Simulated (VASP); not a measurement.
Consider the following.

```
Co
1.0
    1.24330    -2.15345     0.00000
    1.24330     2.15345     0.00000
    0.00000     0.00000     4.00739
Co
2
Direct
  0.33333   0.66667   0.25000
  0.66667   0.33333   0.75000
```
Starting moments (μB, in the order of the record's atoms Co Co): 1.6 1.6.

Level of theory: optB88-vdW, VASP's PBE PAW potentials (set 64) (plane waves; VASP). Settings: 520 eV cut-off, 19×19×10 Γ-centred mesh, tetrahedra with Blöchl corrections, potentials Co.

Predict the cell moment, energy per atom (σ→0), band gap (on the k-mesh) with the smallest direct gap where there is one.

```yaml
band gap (on the k-mesh): none (metal, semimetal or under 0.01 eV)
cell_moment: 3.10 μB
energy per atom (σ→0): -4.384 eV/atom
```

Give the moment on each site (PAW-sphere projection).

```tsv
site	moment (μB)
Co1	1.56
Co2	1.56
```

Total energies compare only between runs with the same potentials, cut-off and functional.

The compound is Co in the hcp structure. It was relaxed first.
